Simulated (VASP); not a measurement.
All values below come from PBE GGA with D3 dispersion (Becke-Johnson damping), VASP's PBE PAW potentials (set 64) (plane waves; VASP).

A VASP calculation is set up with these files.

**KPOINTS**
```
Regular mesh
0
G
9 9 9
0 0 0
```

File POSCAR:
```
SrO
1
    0.0000000000     2.5539376121     2.5539376121
    2.5539376121     0.0000000000     2.5539376121
    2.5539376121     2.5539376121     0.0000000000
Sr O
1 1
Direct
  0.0000000000   0.0000000000   0.0000000000
  0.5000000000   0.5000000000   0.5000000000
```

INCAR:
```
ALGO = Normal
EDIFF = 1E-7
ENCUT = 520
GGA = PE
ISIF = 2
ISMEAR = 0
IVDW = 12
LASPH = .TRUE.
LCHARG = .FALSE.
LMAXMIX = 4
LREAL = .FALSE.
LWAVE = .FALSE.
NELM = 100
PREC = Accurate
SIGMA = 0.05
SYSTEM = SrO
```

POTCAR, in this order: Sr_sv O (PBE.64 set). Program: vasp_std.

Output of the run:

OSZICAR:
```
       N       E                     dE             d eps       ncg     rms          rms(c)
DAV:   1     0.771363871166E+02    0.77136E+02   -0.88510E+03   840   0.131E+03
DAV:   2    -0.105909167177E+02   -0.87727E+02   -0.80235E+02  1164   0.251E+02
DAV:   3    -0.141466892169E+02   -0.35558E+01   -0.35186E+01  1100   0.493E+01
DAV:   4    -0.142298348119E+02   -0.83146E-01   -0.83116E-01  1172   0.694E+00
DAV:   5    -0.142306279205E+02   -0.79311E-03   -0.79310E-03  1104   0.618E-01    0.175E+01
DAV:   6    -0.121327078932E+02    0.20979E+01   -0.10323E+01   960   0.246E+01    0.209E+01
DAV:   7    -0.120289873798E+02    0.10372E+00   -0.55710E-01  1048   0.672E+00    0.120E+01
DAV:   8    -0.120213313189E+02    0.76561E-02   -0.13324E-01   896   0.406E+00    0.917E-01
DAV:   9    -0.120217566171E+02   -0.42530E-03   -0.13315E-02  1128   0.994E-01    0.206E-01
DAV:  10    -0.120223726884E+02   -0.61607E-03   -0.12076E-03   864   0.349E-01    0.484E-02
DAV:  11    -0.120224897140E+02   -0.11703E-03   -0.17642E-04  1024   0.116E-01    0.465E-02
DAV:  12    -0.120225003329E+02   -0.10619E-04   -0.19866E-05   992   0.442E-02    0.186E-02
DAV:  13    -0.120225005361E+02   -0.20325E-06   -0.28988E-06  1032   0.190E-02    0.231E-03
DAV:  14    -0.120225004059E+02    0.13025E-06   -0.23909E-07   928   0.475E-03    0.129E-03
DAV:  15    -0.120225003085E+02    0.97391E-07   -0.28664E-08   620   0.161E-03
   1 F= -.12524293E+02 E0= -.12524293E+02  d E =-.531902E-21
```

OUTCAR:
```
------------------------ aborting loop because EDIFF is reached ----------------------------------------
 Edisp (eV)   -0.50179
  FORCE on cell =-STRESS in cart. coord.  units (eV):
  Direction    XX          YY          ZZ          XY          YZ          ZX
  --------------------------------------------------------------------------------------
  Total       0.61146     0.61146     0.61146     0.00000    -0.00000     0.00000
  in kB      29.40490    29.40490    29.40490     0.00000    -0.00000     0.00000
  external pressure =       29.40 kB  Pullay stress =        0.00 kB
  volume of cell :       33.32
      direct lattice vectors                 reciprocal lattice vectors
     0.000000000  2.553937612  2.553937612    -0.195776121  0.195776121  0.195776121
     2.553937612  0.000000000  2.553937612     0.195776121 -0.195776121  0.195776121
     2.553937612  2.553937612  0.000000000     0.195776121  0.195776121 -0.195776121
  FREE ENERGIE OF THE ION-ELECTRON SYSTEM (eV)
  ---------------------------------------------------
  free  energy   TOTEN  =       -12.5242931692 eV

  energy  without entropy=      -12.5242931692  energy(sigma->0) =      -12.52429317
```
(Selected blocks of OUTCAR.)

File OUTCAR:
```
 val. band max:        1.7590907639   @ k =   0.0000   0.0000   0.0000

 cond. band min:       5.0702583001   @ k =   0.4444   0.4444   0.0000


 Fermi energy:         2.0750190555

 k-point     1 :       0.0000    0.0000    0.0000
  band No.  band energies     occupation
      1     -30.5612      2.00000
      2     -13.3565      2.00000
      3     -12.1773      2.00000
      4     -12.1773      2.00000
      5     -12.1773      2.00000
      6       1.7591      2.00000
      7       1.7591      2.00000
      8       1.7591      2.00000
      9       5.8872      0.00000
     10       8.0132      0.00000
     11       8.0132      0.00000
     12       8.0132      0.00000

 k-point     2 :       0.1111    0.0000    0.0000
  band No.  band energies     occupation
      1     -30.5439      2.00000
      2     -13.6611      2.00000
      3     -12.1875      2.00000
      4     -12.1875      2.00000
      5     -11.9151      2.00000
      6       1.3862      2.00000
      7       1.5944      2.00000
      8       1.5944      2.00000
      9       6.4558      0.00000
     10       7.8859      0.00000
     11       8.2614      0.00000
     12       8.2614      0.00000

 k-point     3 :       0.2222    0.0000    0.0000
  band No.  band energies     occupation
      1     -30.4996      2.00000
      2     -14.1861      2.00000
      3     -12.2131      2.00000
      4     -12.2131      2.00000
      5     -11.4972      2.00000
      6       0.6475      2.00000
      7       1.2160      2.00000
      8       1.2160      2.00000
      9       7.7030      0.00000
     10       7.8551      0.00000
     11       8.9520      0.00000
     12       8.9520      0.00000

 k-point     4 :       0.3333    0.0000    0.0000
  band No.  band energies     occupation
      1     -30.4484      2.00000
      2     -14.6323      2.00000
      3     -12.2416      2.00000
      4     -12.2416      2.00000
      5     -11.1729      2.00000
      6      -0.0193      2.00000
...
```

The compound is SrO in the rock salt structure. This cell is one point of a volume scan, at 0.97 of the reference volume.
